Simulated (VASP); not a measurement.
Level of theory: PBE GGA with D4 dispersion, VASP's PBE PAW potentials (set 64) (plane waves; VASP).

VASP ran on this input.

**INCAR**
```
SIGMA=0.1
ISMEAR=1   ! Methfessel-Paxton
PREC=Accurate
EDIFF=1E-7   ! SCF stop (eV)
GGA=PE
LWAVE=.FALSE.
NELM=100   ! most electronic steps
IVDW=13
LMAXMIX=4
ALGO=Normal
ISIF=2   ! forces and stress, cell fixed
SYSTEM=PdIn
LCHARG=.FALSE.
ENCUT=520   ! plane-wave cut-off (eV)
LREAL=.FALSE.
LASPH=.TRUE.
```

**KPOINTS**
```
Automatic mesh
0
Gamma
11 11 11
0 0 0
```

### POSCAR
```
PdIn
1
    3.2697864079     0.0000000000     0.0000000000
    0.0000000000     3.2697864079     0.0000000000
    0.0000000000     0.0000000000     3.2697864079
In Pd
1 1
Direct
  0.5000000000   0.5000000000   0.5000000000
  0.0000000000   0.0000000000   0.0000000000
```

POTCAR, in this order: In_d Pd (PBE.64 set). Program: vasp_std.

Output

**OUTCAR**
```
 ion  position               nearest neighbor table
   1  0.500  0.500  0.500-   2 2.83   2 2.83   2 2.83   2 2.83   2 2.83   2 2.83   2 2.83   2 2.83
  LATTYP: Found a simple cubic cell.
 ALAT       =     3.2697864079
 Subroutine PRICEL returns:
 Original cell was already a primitive cell.
 Subroutine GETGRP returns: Found 48 space group operations
The static configuration has the point symmetry O_h .
The dynamic configuration has the point symmetry O_h .
 Subroutine INISYM returns: Found 48 space group operations
 Subroutine IBZKPT returns following result:
 Found     56 irreducible k-points:

 Following reciprocal coordinates:
            Coordinates               Weight
  0.000000  0.000000  0.000000      1.000000
  0.090909  0.000000  0.000000      6.000000
  0.181818  0.000000  0.000000      6.000000
  0.272727  0.000000  0.000000      6.000000
  0.363636  0.000000  0.000000      6.000000
  0.454545  0.000000  0.000000      6.000000
  0.090909  0.090909  0.000000     12.000000
  0.181818  0.090909  0.000000     24.000000
  0.272727  0.090909  0.000000     24.000000
  0.363636  0.090909  0.000000     24.000000
  0.454545  0.090909  0.000000     24.000000
  0.181818  0.181818  0.000000     12.000000
  0.272727  0.181818  0.000000     24.000000
  0.363636  0.181818  0.000000     24.000000
  0.454545  0.181818  0.000000     24.000000
  0.272727  0.272727  0.000000     12.000000
  0.363636  0.272727  0.000000     24.000000
  0.454545  0.272727  0.000000     24.000000
  0.363636  0.363636  0.000000     12.000000
  0.454545  0.363636  0.000000     24.000000
  0.454545  0.454545  0.000000     12.000000
  0.090909  0.090909  0.090909      8.000000
  0.181818  0.090909  0.090909     24.000000
  0.272727  0.090909  0.090909     24.000000
  0.363636  0.090909  0.090909     24.000000
...
```

**OSZICAR**
```
       N       E                     dE             d eps       ncg     rms          rms(c)
DAV:   1     0.162345153007E+03    0.16235E+03   -0.11500E+04  1702   0.196E+03
DAV:   2    -0.108818523277E+01   -0.16343E+03   -0.15918E+03  1736   0.410E+02
DAV:   3    -0.879697565615E+01   -0.77088E+01   -0.76437E+01  2079   0.949E+01
DAV:   4    -0.894068326865E+01   -0.14371E+00   -0.14362E+00  2009   0.122E+01
DAV:   5    -0.894718147035E+01   -0.64982E-02   -0.64982E-02  2488   0.237E+00    0.655E+00
DAV:   6    -0.877815307261E+01    0.16903E+00   -0.41207E-01  2009   0.994E+00    0.309E+00
DAV:   7    -0.874289988086E+01    0.35253E-01   -0.72469E-02  2237   0.529E+00    0.135E+00
DAV:   8    -0.873651747145E+01    0.63824E-02   -0.19364E-02  1932   0.143E+00    0.387E-01
DAV:   9    -0.873582057777E+01    0.69689E-03   -0.19233E-03  2156   0.776E-01    0.506E-02
DAV:  10    -0.873582645688E+01   -0.58791E-05   -0.49656E-05  2305   0.115E-01    0.238E-02
DAV:  11    -0.873582779395E+01   -0.13371E-05   -0.51636E-06  1960   0.252E-02    0.297E-03
DAV:  12    -0.873582819421E+01   -0.40025E-06   -0.40021E-07  2165   0.688E-03    0.266E-03
DAV:  13    -0.873582810479E+01    0.89418E-07   -0.22708E-08  1099   0.181E-03
   1 F= -.96853888E+01 E0= -.96849930E+01  d E =-.118750E-02
```

### OUTCAR
```
------------------------ aborting loop because EDIFF is reached ----------------------------------------
  Edisp (eV):   -0.94956
  FORCE on cell =-STRESS in cart. coord.  units (eV):
  Direction    XX          YY          ZZ          XY          YZ          ZX
  --------------------------------------------------------------------------------------
  Total      -0.07234    -0.07234    -0.07234     0.00000     0.00000    -0.00000
  in kB      -3.31554    -3.31554    -3.31554     0.00000     0.00000    -0.00000
  external pressure =       -3.32 kB  Pullay stress =        0.00 kB
  volume of cell :       34.96
      direct lattice vectors                 reciprocal lattice vectors
     3.269786408  0.000000000  0.000000000     0.305830374  0.000000000  0.000000000
     0.000000000  3.269786408  0.000000000     0.000000000  0.305830374  0.000000000
     0.000000000  0.000000000  3.269786408     0.000000000  0.000000000  0.305830374
 POSITION                                       TOTAL-FORCE (eV/Angst)
 -----------------------------------------------------------------------------------
      1.63489      1.63489      1.63489         0.000000      0.000000      0.000000
      0.00000      0.00000      0.00000         0.000000      0.000000      0.000000
 -----------------------------------------------------------------------------------
    total drift:                                0.000000      0.000000     -0.000000
  FREE ENERGIE OF THE ION-ELECTRON SYSTEM (eV)
  ---------------------------------------------------
  free  energy   TOTEN  =        -9.6853888226 eV

  energy  without entropy=       -9.6842013210  energy(sigma->0) =       -9.68499299
```
(Selected blocks of OUTCAR.)

File OUTCAR:
```
 val. band max:       10.4961524538   @ k =   0.4545   0.4545   0.2727

 cond. band min:      10.5104472287   @ k =   0.3636   0.1818   0.1818


 Fermi energy:        10.4991682736

 k-point     1 :       0.0000    0.0000    0.0000
  band No.  band energies     occupation
      1      -4.4529      2.00000
      2      -4.4529      2.00000
      3      -4.0427      2.00000
      4      -4.0427      2.00000
      5      -4.0427      2.00000
      6       0.4436      2.00000
      7       6.6994      2.00000
      8       6.6994      2.00000
      9       8.2473      2.00000
     10       8.2473      2.00000
     11       8.2473      2.00000
     12      14.7469      0.00000
     13      14.7469      0.00000
     14      14.7469      0.00000
     15      19.9830      0.00000

 k-point     2 :       0.0909    0.0000    0.0000
  band No.  band energies     occupation
      1      -4.4484      2.00000
      2      -4.4249      2.00000
      3      -4.0512      2.00000
      4      -4.0512      2.00000
      5      -4.0401      2.00000
      6       0.5751      2.00000
      7       6.7007      2.00000
      8       6.7216      2.00000
      9       8.1487      2.00000
     10       8.1487      2.00000
     11       8.2414      2.00000
     12      13.8514      0.00000
     13      15.0102      0.00000
     14      15.0102      0.00000
     15      20.3253      0.00000

 k-point     3 :       0.1818    0.0000    0.0000
  band No.  band energies     occupation
      1      -4.4360      2.00000
      2      -4.3497      2.00000
      3      -4.0741      2.00000
      4      -4.0741      2.00000
      5      -4.0333      2.00000
      6       0.9683      2.00000
      7       6.7042      2.00000
      8       6.7401      2.00000
      9       7.9068      2.00000
     10       7.9068      2.00000
     11       8.2254      2.00000
     12      12.1795     -0.00000
     13      15.7450      0.00000
     14      15.7450      0.00000
     15      20.4736      0.00000
...
```

Unless said otherwise, spin-orbit coupling is left out, though it shifts the bands of the heavy elements here.

The compound is PdIn in the CsCl type structure. It was relaxed first. The electron count is odd and the run is not spin-polarised, which forces a metal.
